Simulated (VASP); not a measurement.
# CHI₂Br: harmonic vibrations of a molecule

CHI₂Br, molecule in box, 5 atoms in the cell. PBE, harmonic vibrations; PAW potentials Br, C, I, H (PBE set).

## Input

INCAR.step1:
```
SYSTEM = HCI2Br
PREC = Accurate ; ENCUT = 400
EDIFF = 1E-8 ; ISMEAR = 0
SIGMA = 0.01 ; ISYM = 0
LREAL = .False. ; LASPH = .True.
NELM = 100 ; ALGO = Normal
LWAVE = .False. ; LCHARG = .False.
IBRION = 2 ; NSW = 60
ISIF = 2 ; EDIFFG = -0.002
POTIM = 0.5
```

INCAR.step2, as INCAR.step1 but for:
```
- IBRION = 2
- NSW = 60
- ISIF = 2
- EDIFFG = -0.002
- POTIM = 0.5
+ IBRION = 5
+ NFREE = 2
+ POTIM = 0.015
+ NSW = 1
```

KPOINTS:
```
k-points
0
Gamma
  1 1 1
```

POSCAR.step1:
```
HCI2Br
1.0
   12.0000000000      0.0000000000      0.0000000000
    0.0000000000     12.0000000000      0.0000000000
    0.0000000000      0.0000000000     13.0000000000
Br C I H
1 1 2 1
Direct
    0.4399125000      0.5511416700      0.6277423100
    0.5036041700      0.5299166700      0.4935961500
    0.6226458300      0.3982083300      0.4912346200
    0.3795208300      0.5123500000      0.3774884600
    0.5490875000      0.6052916700      0.4752038500
```

Commands (each step's output is kept before the next begins):
```
cat potpaw_PBE.64/Br/POTCAR potpaw_PBE.64/C/POTCAR potpaw_PBE.64/I/POTCAR potpaw_PBE.64/H/POTCAR > POTCAR
cp INCAR.step1 INCAR
cp POSCAR.step1 POSCAR
mpirun -np 4 vasp_gam > vasp.out
cp CONTCAR POSCAR
cp INCAR.step2 INCAR
mpirun -np 4 vasp_gam > vasp.out
```

## Result

- Vibrations (cm⁻¹; a negative value is imaginary): 3108, 1086, 1044, 589, 555, 450, 172, 117, 103
- Zero-point energy (eV): 0.448
- Translations and rotations, which should read zero (cm⁻¹): -3, -3, -2, 0, 2, 5
- Vibrational entropy at 298 K (meV/K): 0.473
- Displaced cells: 30
- Ionic steps, all stages: 49
- Electronic steps, all stages: 816

VASP 6.6.1 took 1852 s on 4 cores (AMD EPYC 7R43 (Zen 3)), a shared host.
